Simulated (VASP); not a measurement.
# NaLa2 (Fm-3m) in VASP: further runs, part 2 of 2

VASP 6.6.1. The steps go on from the part before.

### Step 3. Relaxation of cell and atoms, PBE (species swapped into the LuH2 type (Fm-3m, No. 225))

Input file INCAR:

```
PREC = Accurate ; ENCUT = 600
EDIFF = 1E-7 ; ISMEAR = 0
SIGMA = 0.1 ; LREAL = False
LASPH = True ; NELM = 100
ALGO = Normal ; ISIF = 3
LWAVE = False ; LCHARG = False
GGA = PE ; IBRION = 2
NSW = 90 ; EDIFFG = -0.04
```

Input file KPOINTS:

```
regular mesh
0
Gamma
  6 6 6
```

Input file POSCAR:

```
NaLa2
1.0
    0.0000000000      3.2284350000      3.2284350000
    3.2284350000      0.0000000000      3.2284350000
    3.2284350000      3.2284350000      0.0000000000
Na La
1 2
Direct
    0.0000000000      0.0000000000      0.0000000000
    0.2500000000      0.2500000000      0.2500000000
    0.7500000000      0.7500000000      0.7500000000
```

Potentials or basis: VASP PAW PBE potentials, release 64 (Na_pv, La).

Started as:

```sh
$ cat potpaw_PBE.64/Na_pv/POTCAR potpaw_PBE.64/La/POTCAR > POTCAR
$ mpirun -np 1 vasp_std > vasp.out
```

OUTCAR:

```text
PREC = Accurate
   ENCUT = 600
   EDIFF = 1E-7
   ISMEAR = 0
   LREAL = False
   LASPH = True
   NELM = 100
   ISIF = 3
   GGA = PE
   IBRION = 2
   NSW = 90
   EDIFFG = -0.04

 ion  position               nearest neighbor table
   1  0.000  0.000  0.000-   3 2.80   3 2.80   3 2.80   2 2.80   3 2.80   2 2.80   2 2.80   2 2.80

   2  0.250  0.250  0.250-   1 2.80   1 2.80   1 2.80   1 2.80   3 3.23   3 3.23   3 3.23   3 3.23
                             3 3.23   3 3.23
   3  0.750  0.750  0.750-   1 2.80   1 2.80   1 2.80   1 2.80   2 3.23   2 3.23   2 3.23   2 3.23
                             2 3.23   2 3.23

  LATTYP: Found a face centered cubic cell.
 ALAT       =     6.4568700000

  Lattice vectors:

 A1 = (   0.0000000000,   3.2284350000,   3.2284350000)
 A2 = (   3.2284350000,   0.0000000000,   3.2284350000)
 A3 = (   3.2284350000,   3.2284350000,   0.0000000000)

Analysis of symmetry for initial positions (statically):
=====================================================================
 Subroutine PRICEL returns:
 Original cell was already a primitive cell.

 Routine SETGRP: Setting up the symmetry group for a
 face centered cubic supercell.

 Subroutine GETGRP returns: Found 48 space group operations
 (whereof 48 operations were pure point group operations)
 out of a pool of 48 trial point group operations.

[... 140 lines left out ...]
 Gauss-broadening in eV      SIGMA  =   0.10
  energy-cutoff  :      600.00
  volume of cell :       67.30
 maximum number of plane-waves:      2272
   NGX = 19   NGY = 19   NGZ = 19

--------------------------------------- Ionic step        1  -------------------------------------------

 number of electron      28.9999992 magnetization

 Free energy of the ion-electron system (eV)
  ---------------------------------------------------
  ext. energy  EPLUGINS =         0.00000000
  ---------------------------------------------------
  free energy    TOTEN  =        -6.13786092 eV

  energy without entropy =       -6.11426512  energy(sigma->0) =       -6.12606302

 E-fermi :   9.9710     XC(G=0): -10.7002

 val. band max:        9.9422415722   @ k =  -0.1667   0.1667   0.0000
 cond. band min:      10.0167146477   @ k =  -0.3333   0.3333   0.1667
 fundamental gap:      0.0744730755
 Fermi energy:         9.9710483947

 k-point     1 :       0.0000    0.0000    0.0000
  band No.  band energies     occupation
      1     -22.7775      2.00000
      2     -21.8022      2.00000
      3     -15.2437      2.00000
      4     -15.2437      2.00000
      5     -15.2437      2.00000
      6      -7.0431      2.00000
[... 472 lines left out ...]
--------------------------------------- Ionic step        5  -------------------------------------------

 number of electron      28.9999976 magnetization

 Free energy of the ion-electron system (eV)
  ---------------------------------------------------
  ext. energy  EPLUGINS =         0.00000000
  ---------------------------------------------------
  free energy    TOTEN  =        -9.02245357 eV

  energy without entropy =       -8.97447355  energy(sigma->0) =       -8.99846356

 E-fermi :   4.7445     XC(G=0):  -8.3255

 val. band max:        4.7387935261   @ k =   0.5000   0.1667   0.0000
 cond. band min:       4.7900372176   @ k =   0.3333   0.1667   0.0000
 fundamental gap:      0.0512436915
 Fermi energy:         4.7444901543

 k-point     1 :       0.0000    0.0000    0.0000
  band No.  band energies     occupation
      1     -28.6797      2.00000
      2     -28.5716      2.00000
      3     -19.3585      2.00000
      4     -19.3584      2.00000
      5     -19.3584      2.00000
      6     -12.4776      2.00000
[... 355 lines left out ...]
  FREE ENERGIE OF THE ION-ELECTRON SYSTEM (eV)
  ---------------------------------------------------
  free  energy   TOTEN  =        -9.0224535747 eV

  energy  without entropy=       -8.9744735544  energy(sigma->0) =       -8.99846356

 reached required accuracy - stopping structural energy minimisation
```

OSZICAR:

```text
N       E                     dE             d eps       ncg     rms          rms(c)
DAV:   1     0.365454982196E+03    0.36545E+03   -0.12059E+04   592   0.263E+03
DAV:   2     0.397078901180E+02   -0.32575E+03   -0.32215E+03   960   0.512E+02
DAV:   3    -0.193477556586E+01   -0.41643E+02   -0.41145E+02   980   0.232E+02
DAV:   4    -0.572139228392E+01   -0.37866E+01   -0.35142E+01  1136   0.521E+01
[... 81 lines left out ...]
DAV:   8    -0.902245449278E+01   -0.94826E-05   -0.23150E-05  1062   0.375E-02    0.188E-03
DAV:   9    -0.902245413003E+01    0.36275E-06   -0.37028E-06  1004   0.136E-02    0.842E-04
DAV:  10    -0.902245373417E+01    0.39586E-06   -0.27889E-07   620   0.494E-03    0.308E-04
DAV:  11    -0.902245361970E+01    0.11447E-06   -0.40272E-08   554   0.286E-03    0.203E-04
DAV:  12    -0.902245357471E+01    0.44989E-07   -0.13999E-08   468   0.206E-03
   5 F= -.90224536E+01 E0= -.89984636E+01  d E =-.288459E+01
```

CONTCAR:

```text
NaLa2
   1.00000000000000
     0.0000000000000000    3.9247950956060822    3.9247950956060822
     3.9247950956060822   -0.0000000000000000    3.9247950956060822
     3.9247950956060822    3.9247950956060822    0.0000000000000000
  Na              La
     1     2
Direct
     0.0000000000000000    0.0000000000000000    0.0000000000000000
     0.2500000000000000    0.2500000000000000    0.2500000000000000
     0.7500000000000000    0.7500000000000000    0.7500000000000000

  0.00000000E+00  0.00000000E+00  0.00000000E+00
  0.00000000E+00  0.00000000E+00  0.00000000E+00
  0.00000000E+00  0.00000000E+00  0.00000000E+00
```

Wall time 2 min (1 thread of Intel Xeon 6975P-C (Granite Rapids), shared host); peak memory 0.23 GiB.

What came out:

```
Free energy                            : -9.0225 eV
Relaxed volume                         : 40.31 Å³/atom
Relaxed cell                           : a = 5.550 Å, b = 5.550 Å, c = 5.550 Å, α = 60.00°, β = 60.00°, γ = 60.00°
Space group after relaxing (to 0.05 Å) : Fm-3m (No. 225)
Energy gained by relaxing              : 961.5 meV/atom
Ionic steps                            : 5
Pressure after relaxing                : 0.0 GPa
Band gap on the k mesh                 : none (metal or under the smearing width)
```

Step by step:
```tsv
step	energy change (eV)	largest force (eV/Å)	pressure (GPa)	volume (Å³)
1	0.0000	0.0000	26.40	67.30
2	-2.8277	0.0000	1.85	110.09
3	-2.8774	0.0000	0.61	116.68
4	-2.8449	0.0000	-1.20	130.62
5	-2.8846	0.0000	-0.05	120.92
```

Final structure:
```
Na La
1.0
     0.00000    3.92480    3.92480
     3.92480    0.00000    3.92480
     3.92480    3.92480    0.00000
Na La
1 2
Cartesian
  0.0000 0.0000 0.0000
  1.9624 1.9624 1.9624
  5.8872 5.8872 5.8872
```

Caveat: the volume moved by over 15 % at a fixed basis, so the end points are rough.

### Step 4. Single point, PBE (species swapped into the LuH2 type (Fm-3m, No. 225))

Input file INCAR:

```
ALGO     = Normal         # electronic algorithm
EDIFF    = 1E-7           # SCF threshold, eV
ENCUT    = 520            # plane-wave cutoff, eV
GGA      = PE             # functional
ISIF     = 2              # what is computed and relaxed
ISMEAR   = 0              # smearing method
LASPH    = T              # aspherical terms in the spheres
LCHARG   = F              # write CHGCAR
LREAL    = F              # projectors in reciprocal space
LWAVE    = F              # write WAVECAR
NBANDS   = 22             # bands
NELM     = 80             # most SCF steps
PREC     = Accurate       # precision mode
SIGMA    = 0.1            # smearing width, eV
```

Input file KPOINTS:

```
k-points
0
Gamma
  6 6 6
```

POSCAR is that of step 3.

Potentials or basis: VASP PAW PBE potentials, release 64 (Na_pv, La).

Started as:

```sh
$ cat potpaw_PBE.64/Na_pv/POTCAR potpaw_PBE.64/La/POTCAR > POTCAR
$ mpirun -np 1 vasp_std > vasp.out
```

OUTCAR:

```text
EDIFF = 1E-7
   ENCUT = 520
   GGA = PE
   ISIF = 2
   ISMEAR = 0
   LASPH = T
   LREAL = F
   NELM = 80
   PREC = Accurate

 ion  position               nearest neighbor table
   1  0.000  0.000  0.000-   3 2.80   3 2.80   3 2.80   2 2.80   3 2.80   2 2.80   2 2.80   2 2.80

   2  0.250  0.250  0.250-   1 2.80   1 2.80   1 2.80   1 2.80   3 3.23   3 3.23   3 3.23   3 3.23
                             3 3.23   3 3.23
   3  0.750  0.750  0.750-   1 2.80   1 2.80   1 2.80   1 2.80   2 3.23   2 3.23   2 3.23   2 3.23
[... 588 lines left out ...]

  FORCE on cell =-STRESS in cart. coord.  units (eV):
  Direction    XX          YY          ZZ          XY          YZ          ZX
  --------------------------------------------------------------------------------------
  -------------------------------------------------------------------------------------
  Total       11.0904139     11.0904139     11.0904139      0.0000000     -0.0000000      0.0000000
  in kB      264.0293465    264.0293465    264.0293465      0.0000000     -0.0000000      0.0000000
  external PRESSURE =     264.0293465 kB  Pullay stress =       0.0000000 kB

 VOLUME and BASIS-vectors are now :
 -----------------------------------------------------------------------------
  energy-cutoff  :      520.00
  volume of cell :       67.30
      direct lattice vectors                 reciprocal lattice vectors
     0.000000000  3.228435000  3.228435000    -0.154873801  0.154873801  0.154873801
     3.228435000  0.000000000  3.228435000     0.154873801 -0.154873801  0.154873801
     3.228435000  3.228435000  0.000000000     0.154873801  0.154873801 -0.154873801

 POSITION                                       TOTAL-FORCE (eV/Angst)
 -----------------------------------------------------------------------------------
      0.00000      0.00000      0.00000        -0.000000     -0.000000     -0.000000
      1.61422      1.61422      1.61422        -0.000000     -0.000000     -0.000000
      4.84265      4.84265      4.84265         0.000000      0.000000      0.000000
 -----------------------------------------------------------------------------------
    total drift:                                0.000000      0.000000      0.000000

  FREE ENERGIE OF THE ION-ELECTRON SYSTEM (eV)
  ---------------------------------------------------
  free  energy   TOTEN  =        -6.1361660479 eV

  energy  without entropy=       -6.1126115733  energy(sigma->0) =       -6.12438881
```

Run time: 19 s. Hardware: 1 thread of Intel Xeon 6975P-C (Granite Rapids), shared host; peak memory 0.21 GiB.

Results:

- Free energy: -6.1362 eV
- Pressure: 26.4 GPa
- Band gap on the k mesh: none (metal or under the smearing width)

Levels at points of the mesh, in eV from the Fermi level:
```tsv
k point	band 12	band 13	band 14	band 15	band 16	band 17
(0.00, 0.00, 0.00)	-2.80	-1.57	-1.57	-1.56	-1.56	-1.56
(0.50, 0.00, 0.00)	-0.53	-0.42	0.60	0.60	0.73	0.73
(0.50, 0.50, 0.00)	-2.93	-0.70	-0.44	0.47	1.37	1.59
```

Caveat: so large a pressure means that the cell lies far from this level's equilibrium, or that cutoff or potentials fall short. Spin-orbit coupling is left out, which matters for the levels of La.

### Step 5. The runs side by side

```csv
task,cell,k mesh,cutoff (eV),gap on the mesh (eV),pressure (GPa)
single point,"species swapped into the LuH2 type (Fm-3m, No. 225)",10 × 10 × 10,520,none,0.0
relaxation of cell and atoms,"relaxed from: species swapped into the LuH2 type (Fm-3m, No. 225)",6 × 6 × 6,600,none,0.0
single point,"species swapped into the LuH2 type (Fm-3m, No. 225)",6 × 6 × 6,520,none,26.4
```

Alike in all rows: level PBE; potentials or basis VASP PAW PBE potentials, release 64 (Na_pv, La); no spin polarisation; smearing gaussian 0.1 eV.

Caveats: the volume moved by over 15 % at a fixed basis, so the end points are rough (some runs); so large a pressure means that the cell lies far from this level's equilibrium, or that cutoff or potentials fall short (some runs).

Absolute energies hang on the potentials; compare differences alone.
